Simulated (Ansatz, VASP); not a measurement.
# BN: VASP beside Ansatz

Aim: how closely do two programs agree when they are given the same cell, functional and k mesh? The cell is taken from a series of runs on this material, whose earlier steps may have relaxed, scaled, displaced or heated it; both programs get it as it stands.

Calculated with Ansatz 0.2.0; plane waves, with VASP 6.6.1 beside it; zone-centre phonons at RPBE.

**1. Set-up**

It takes space group P6_3/mmc (No. 194, hexagonal). The conventional cell has a = 2.524 Å, b = 2.524 Å, c = 9.612 Å, α = 90.00°, β = 90.00°, γ = 120.00°. Nearest to B lie 3 N at 1.46 Å. N has 3 B at 1.46 Å nearest. Farther neighbours and most contacts between anions are not listed.

**2. VASP: zone-centre phonons, RPBE, pair 1**

Second derivatives magnify differences that forces hide, and they need a tight electronic threshold.

Lines of VASP's logs that name or quote its potential files are left out, and so is its time.

INCAR reads:

```
SYSTEM = BN
PREC = Accurate
ENCUT = 600
EDIFF = 1E-08
NELM = 120
ISMEAR = 0
SIGMA = 0.01
LREAL = .FALSE.
ALGO = Normal
GGA = RP
NBANDS = 14
LORBIT = 11
LWAVE = .FALSE.
LCHARG = .FALSE.
ISIF = 2
IBRION = 8
LEPSILON = .TRUE.
LASPH = .TRUE.
GGA_COMPAT = .FALSE.
EFERMI = MIDGAP
KPAR = 2
```

POSCAR reads:

```
BN
1.0
    2.5239211128      0.0000000000      0.0000000000
   -1.2619605564      2.1857798008      0.0000000000
    0.0000000000      0.0000000000      9.6123728402
B N
2 2
Direct
    0.3333333334      0.6666666668      0.2500000000
    0.6666666668      0.3333333334      0.7500000000
    0.3333333334      0.6666666668      0.7500000000
    0.6666666668      0.3333333334      0.2500000000
```

KPOINTS reads:

```
Automatic mesh
0
Gamma
9 9 2
0 0 0
```

Potentials, in the order of the species: B and N (PBE family, release 64).

On the command line:

```sh
> mpirun -np 2 vasp_std
```

Numbers of over 12 decimals in the logs are rounded to 6 here.

What it wrote:

```text
[banner, memory and clock lines left out]
running    2 mpi-ranks, on    1 nodes
 distrk:  each k-point on    1 cores,    2 groups
 distr:  one band on    1 cores,    1 groups

 POSCAR found type information on POSCAR B N
 POSCAR found :  2 types and       4 ions
|                                                                             |
|               ----> ADVICE to this user running VASP <----                  |
|                                                                             |
|     You enforced a specific xc type in the INCAR file but a different       |
|     [... a line on the potential file left out ...]
|     I HOPE YOU KNOW WHAT YOU ARE DOING!                                     |
|                                                                             |

 LDA part: xc-table for (Slater+PW92), standard interpolation
 POSCAR, INCAR and KPOINTS ok, starting setup
 FFT: planning ... GRIDC
 FFT: planning ... GRID_SOFT
 FFT: planning ... GRID
 WAVECAR not read
 entering main loop
       N       E                     dE             d eps       ncg     rms          rms(c)
DAV:   1     0.838990183687E+02    0.83899E+02   -0.81231E+03   672   0.112E+03
DAV:   2    -0.307212938840E+02   -0.11462E+03   -0.10313E+03   964   0.259E+02
DAV:   3    -0.373099920486E+02   -0.65887E+01   -0.65281E+01   888   0.639E+01
DAV:   4    -0.373963432965E+02   -0.86351E-01   -0.86302E-01   862   0.791E+00
DAV:   5    -0.373977717579E+02   -0.14285E-02   -0.14284E-02   870   0.988E-01    0.112E+01
DAV:   6    -0.342528029893E+02    0.31450E+01   -0.66365E+00   828   0.207E+01    0.503E+00
DAV:   7    -0.339571200352E+02    0.29568E+00   -0.60610E-01   830   0.596E+00    0.316E+00
DAV:   8    -0.338472877564E+02    0.10983E+00   -0.36279E-01   846   0.406E+00    0.578E-01
DAV:   9    -0.338447588533E+02    0.25289E-02   -0.22541E-02   744   0.126E+00    0.206E-01
DAV:  10    -0.338453942327E+02   -0.63538E-03   -0.39998E-03   672   0.573E-01    0.487E-02
DAV:  11    -0.338448478944E+02    0.54634E-03   -0.80523E-04   714   0.277E-01    0.315E-02
DAV:  12    -0.338448224077E+02    0.25487E-04   -0.50769E-05   852   0.647E-02    0.590E-03
DAV:  13    -0.338448212805E+02    0.11272E-05   -0.58838E-06   730   0.190E-02    0.291E-03
DAV:  14    -0.338448209550E+02    0.32556E-06   -0.99551E-07   738   0.799E-03    0.117E-03
DAV:  15    -0.338448208301E+02    0.12484E-06   -0.16415E-07   804   0.292E-03    0.227E-04
DAV:  16    -0.338448208205E+02    0.95770E-08   -0.80750E-09   676   0.665E-04
   1 F= -.33844821E+02 E0= -.33844821E+02  d E =0.000000E+00
 Linear response reoptimize wavefunctions to high precision
DAV:   1    -0.338448208214E+02   -0.85674E-09   -0.74389E-10   634   0.204E-04
DAV:   2    -0.338448208213E+02    0.39336E-10   -0.72959E-11   564   0.729E-05
 Linear response G [H, r] |phi>, progress :
  Direction:   1
       N       E                     dE             d eps       ncg     rms
RMM:   1    -0.559103099157E+02   -0.55910E+02    0.61214E+01  1426   0.726E+01
RMM:   2    -0.572344741937E+02   -0.13242E+01   -0.29857E+00  1128   0.148E+01
RMM:   3    -0.572838595574E+02   -0.49385E-01   -0.50529E-02  1214   0.168E+00
RMM:   4    -0.572858651991E+02   -0.20056E-02   -0.10770E-03  1269   0.265E-01
RMM:   5    -0.572859323797E+02   -0.67181E-04   -0.37584E-05  1274   0.447E-02
RMM:   6    -0.572859360123E+02   -0.36327E-05   -0.13319E-05  1329   0.899E-03
RMM:   7    -0.572859361228E+02   -0.11051E-06   -0.12086E-05  1296   0.349E-03
RMM:   8    -0.572859361988E+02   -0.75918E-07   -0.22224E-05  1177   0.242E-03
RMM:   9    -0.572859362013E+02   -0.25843E-08   -0.73585E-05  1075   0.223E-03
RMM:  10    -0.572859361818E+02    0.19557E-07   -0.39600E-05  1026   0.221E-03
RMM:  11    -0.572859362070E+02   -0.25263E-07   -0.41789E-05   984   0.221E-03
 Linear response G [H, r] |phi>, progress :
  Direction:   2
       N       E                     dE             d eps       ncg     rms
RMM:   1    -0.597283011831E+02   -0.59728E+02   -0.77582E+00  1339   0.691E+01
RMM:   2    -0.611224755856E+02   -0.13942E+01   -0.20149E+00  1131   0.125E+01
RMM:   3    -0.611520447068E+02   -0.29569E-01   -0.31544E-02  1205   0.129E+00
RMM:   4    -0.611528565459E+02   -0.81184E-03   -0.73831E-04  1255   0.209E-01
RMM:   5    -0.611528775773E+02   -0.21031E-04   -0.19751E-05  1287   0.304E-02
RMM:   6    -0.611528782945E+02   -0.71719E-06   -0.27722E-06  1297   0.559E-03
RMM:   7    -0.611528783295E+02   -0.35003E-07   -0.24697E-06  1297   0.179E-03
RMM:   8    -0.611528783503E+02   -0.20819E-07   -0.11895E-05  1157   0.116E-03
RMM:   9    -0.611528783441E+02    0.62044E-08   -0.21437E-05  1066   0.107E-03
RMM:  10    -0.611528783428E+02    0.13106E-08   -0.24154E-05   992   0.106E-03
RMM:  11    -0.611528783439E+02   -0.10742E-08   -0.30945E-05   946   0.106E-03
 Linear response G [H, r] |phi>, progress :
  Direction:   3
[...]
RMM:   5    -0.412665092020E+00   -0.46379E-02   -0.30997E-04  2397   0.134E-01    0.954E-03
RMM:   6    -0.413006617144E+00   -0.34153E-03   -0.84500E-06  2549   0.198E-02    0.440E-03
RMM:   7    -0.413389217260E+00   -0.38260E-03   -0.31460E-06  2379   0.128E-02    0.425E-04
RMM:   8    -0.413388357764E+00    0.85950E-06   -0.14754E-07  2598   0.151E-03    0.183E-04
[...]
dielectric tensor                  component  3 :     0.000    -0.000     1.761
 Linear response DOF=           4
 Linear response progress:
  Degree of freedom:   1/  4
       N       E                     dE             d eps       ncg     rms          rms(c)
RMM:   1    -0.506102980141E-01   -0.50610E-01   -0.40717E-02  5036   0.144E+00
RMM:   2    -0.409042259175E-01    0.97061E-02   -0.61414E-03  3828   0.352E-01    0.201E-01
RMM:   3    -0.401266885831E-01    0.77754E-03    0.13984E-03  3850   0.119E-01    0.111E-01
RMM:   4    -0.403651692428E-01   -0.23848E-03    0.17544E-03  3628   0.124E-01    0.123E-02
RMM:   5    -0.405606927988E-01   -0.19552E-03   -0.13248E-04  3989   0.196E-02    0.198E-03
RMM:   6    -0.405456345919E-01    0.15058E-04   -0.14706E-05  4134   0.274E-03    0.896E-04
RMM:   7    -0.405361724917E-01    0.94621E-05   -0.10471E-05  3979   0.176E-03    0.103E-04
RMM:   8    -0.405359413272E-01    0.23116E-06   -0.49564E-06  4221   0.188E-04    0.652E-05
RMM:   9    -0.405357392533E-01    0.20207E-06    0.86081E-07  3915   0.142E-04    0.140E-05
RMM:  10    -0.405357283173E-01    0.10936E-07    0.95263E-07  4114   0.259E-05    0.412E-06
RMM:  11    -0.405357288870E-01   -0.56974E-09    0.26901E-07  3792   0.111E-05    0.101E-06
RMM:  12    -0.405357264918E-01    0.23952E-08    0.29938E-07  3626   0.282E-06    0.304E-07
RMM:  13    -0.405357294803E-01   -0.29885E-08    0.25740E-07  2464   0.116E-06    0.142E-07
RMM:  14    -0.405357217218E-01    0.77585E-08    0.31450E-07  2151   0.106E-06    0.188E-08
 first order change of Fermi-energy  -0.15985E-03
 force on displaced ion       1 direction 1 : -39.283   0.008   0.000
 Born effective charge ion    1 direction 1 :   2.720   0.000   0.000
 Linear response progress:
  Degree of freedom:   2/  4
       N       E                     dE             d eps       ncg     rms          rms(c)
RMM:   1    -0.495510757903E-01   -0.49551E-01    0.38325E-02  1256   0.117E+00
RMM:   2    -0.501087278160E-01   -0.55765E-03   -0.97523E-04  1144   0.197E-01    0.139E-01
RMM:   3    -0.497952853095E-01    0.31344E-03   -0.75841E-05  1118   0.567E-02    0.832E-02
RMM:   4    -0.495523995215E-01    0.24289E-03   -0.11285E-04  1126   0.698E-02    0.880E-03
RMM:   5    -0.494159373194E-01    0.13646E-03   -0.24511E-05  1111   0.261E-02    0.317E-03
RMM:   6    -0.494124651259E-01    0.34722E-05   -0.59500E-06  1214   0.114E-02    0.147E-03
RMM:   7    -0.494351060637E-01   -0.22641E-04   -0.19364E-06  1161   0.476E-03    0.536E-04
RMM:   8    -0.494397987330E-01   -0.46927E-05   -0.49845E-07  1214   0.136E-03    0.848E-05
RMM:   9    -0.494405235797E-01   -0.72485E-06   -0.94390E-08  1235   0.235E-04    0.542E-05
RMM:  10    -0.494401729481E-01    0.35063E-06   -0.29018E-09  1203   0.124E-04    0.114E-05
RMM:  11    -0.494402334037E-01   -0.60456E-07   -0.26382E-09  1279   0.149E-05    0.401E-06
RMM:  12    -0.494402183727E-01    0.15031E-07   -0.10001E-09  1234   0.970E-06    0.105E-06
RMM:  13    -0.494402160003E-01    0.23724E-08    0.19918E-10  1001   0.179E-06    0.695E-07
 first order change of Fermi-energy  -0.95605E-07
 force on displaced ion       1 direction 3 :  -0.000   0.000 -13.773
 Born effective charge ion    1 direction 3 :   0.000   0.000   0.425
 Linear response progress:
  Degree of freedom:   3/  4
       N       E                     dE             d eps       ncg     rms          rms(c)
RMM:   1    -0.236081446329E+00   -0.23608E+00    0.17811E-01  4286   0.304E+00
RMM:   2    -0.231106892077E+00    0.49746E-02   -0.66736E-03  3746   0.539E-01    0.265E-01
RMM:   3    -0.232107279967E+00   -0.10004E-02   -0.10481E-03  3562   0.215E-01    0.143E-01
RMM:   4    -0.234652133588E+00   -0.25449E-02   -0.78909E-04  3350   0.196E-01    0.263E-02
RMM:   5    -0.234744002568E+00   -0.91869E-04   -0.26774E-04  4007   0.406E-02    0.174E-03
RMM:   6    -0.234723561505E+00    0.20441E-04   -0.14455E-05  4187   0.439E-03    0.108E-03
RMM:   7    -0.234714946068E+00    0.86154E-05   -0.89623E-06  4064   0.175E-03    0.339E-04
RMM:   8    -0.234720008451E+00   -0.50624E-05   -0.26093E-06  3922   0.508E-04    0.484E-05
RMM:   9    -0.234720927677E+00   -0.91923E-06   -0.12584E-06  4124   0.189E-04    0.207E-05
RMM:  10    -0.234720694319E+00    0.23336E-06   -0.16010E-06  4045   0.380E-05    0.538E-06
RMM:  11    -0.234720646788E+00    0.47531E-07   -0.13023E-06  3925   0.977E-06    0.170E-06
RMM:  12    -0.234720696358E+00   -0.49569E-07   -0.19651E-06  3656   0.412E-06    0.265E-07
RMM:  13    -0.234720706345E+00   -0.99876E-08   -0.20293E-06  2783   0.238E-06    0.100E-07
RMM:  14    -0.234720698057E+00    0.82879E-08   -0.19683E-06  2471   0.231E-06    0.479E-08
 first order change of Fermi-energy  -0.50458E-04
 force on displaced ion       3 direction 1 : -39.285   0.004   0.000
 Born effective charge ion    3 direction 1 :  -2.721   0.001   0.000
 Linear response progress:
  Degree of freedom:   4/  4
       N       E                     dE             d eps       ncg     rms          rms(c)
RMM:   1    -0.271740539125E+00   -0.27174E+00    0.17408E-01  1168   0.274E+00
RMM:   2    -0.272940191169E+00   -0.11997E-02   -0.29552E-03  1078   0.337E-01    0.186E-01
RMM:   3    -0.273163178864E+00   -0.22299E-03   -0.17009E-03  1014   0.232E-01    0.835E-02
RMM:   4    -0.274150847089E+00   -0.98767E-03   -0.94184E-04  1066   0.160E-01    0.146E-02
RMM:   5    -0.273957619055E+00    0.19323E-03   -0.33967E-05  1113   0.409E-02    0.262E-03
RMM:   6    -0.273986649901E+00   -0.29031E-04   -0.15529E-06  1152   0.703E-03    0.131E-03
RMM:   7    -0.273982458602E+00    0.41913E-05   -0.49430E-07  1142   0.460E-03    0.199E-04
RMM:   8    -0.273984228080E+00   -0.17695E-05   -0.19811E-08  1180   0.729E-04    0.755E-05
RMM:   9    -0.273984035749E+00    0.19233E-06   -0.16976E-09  1208   0.215E-04    0.209E-05
RMM:  10    -0.273983596044E+00    0.43970E-06    0.28049E-10  1190   0.745E-05    0.150E-05
RMM:  11    -0.273983784799E+00   -0.18876E-06    0.81373E-10  1195   0.254E-05    0.236E-06
RMM:  12    -0.273983819352E+00   -0.34552E-07    0.20665E-09  1181   0.746E-06    0.118E-06
RMM:  13    -0.273983802966E+00    0.16386E-07    0.18015E-09  1100   0.377E-06    0.278E-07
RMM:  14    -0.273983806528E+00   -0.35620E-08   -0.14247E-09   876   0.172E-06    0.457E-08
 first order change of Fermi-energy  -0.82110E-07
 force on displaced ion       3 direction 3 :   0.000  -0.000 -13.731
 Born effective charge ion    3 direction 3 :   0.000   0.000  -0.424
 Born effective charges drift removed
 Linear response finished
```

(Continued in part 2 of 3.)

[Lines on the potential files, build, host, timing and source positions are cut from VASP's logs without a mark.]

[Logs are printed without paths, hosts, clocks, repeated set-up lines and the standing remarks that a program may print on its own settings, such as how far it seeks lower states.]

[Hosts, paths, dates, database ids (printed as entryN), source tags and the programs' standing remarks are cut or masked in the printed files.]
